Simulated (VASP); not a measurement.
```
N4Si3
1.0
    0.00000     4.03533     4.03533
    4.03533     0.00000     4.03533
    4.03533     4.03533     0.00000
Si N
6 8
Direct
  0.12500   0.12500   0.12500
  0.62500   0.12500   0.12500
  0.12500   0.62500   0.12500
  0.12500   0.12500   0.62500
  0.75000   0.75000   0.75000
  0.50000   0.50000   0.50000
  0.36260   0.36260   0.36260
  0.91220   0.36260   0.36260
  0.36260   0.91220   0.36260
  0.36260   0.36260   0.91220
  0.88740   0.88740   0.88740
  0.33780   0.88740   0.88740
  0.88740   0.33780   0.88740
  0.88740   0.88740   0.33780
```

The numbers are results of PBE GGA, VASP's PBE PAW potentials (set 64) (plane waves; VASP 6.6.1), not measurements. Settings: LREAL = Auto, 400 eV cut-off, 6×6×6 Γ-centred mesh, Fermi-Dirac smearing of 0.10 eV, potentials Si N.

At this cut-off the stress carries a Pulay error, which pulls relaxed volumes low. Energy and stress use the plane-wave basis of the starting cell.

The ions, cell shape and volume are relaxed. What does this cell relax into?

```
N4Si3
1.0
    0.00000     3.88480     3.88480
    3.88480     0.00000     3.88480
    3.88480     3.88480     0.00000
Si N
6 8
Cartesian
  0.97120   0.97120   0.97120
  0.97120   2.91360   2.91360
  2.91360   0.97120   2.91360
  2.91360   2.91360   0.97120
  5.82720   5.82720   5.82720
  3.88480   3.88480   3.88480
  2.85630   2.85630   2.85630
  2.85630   4.91330   4.91330
  4.91330   2.85630   4.91330
  4.91330   4.91330   2.85630
  6.85570   6.85570   6.85570
  6.85570   4.79870   4.79870
  4.79870   6.85570   4.79870
  4.79870   4.79870   6.85570
```
Space group Fd-3m (227), at a tolerance of 0.03 Å.

How do energy and volume change from the first to the last step?

The energy (σ→0) changes by -134.0 meV/atom and the volume by -10.8 %, in 12 ionic steps.

The structure was generated: Si3N4 was put into an ordered model structure, which need not be its known phase. This run relaxes it. Symmetry was kept, so distortions that lower it aren't found. The run is one of a series of settings (EDIFFG = -0.01, IBRION = 2, ISIF = 3, NSW = 50 against the base run), some of them coarse on purpose.
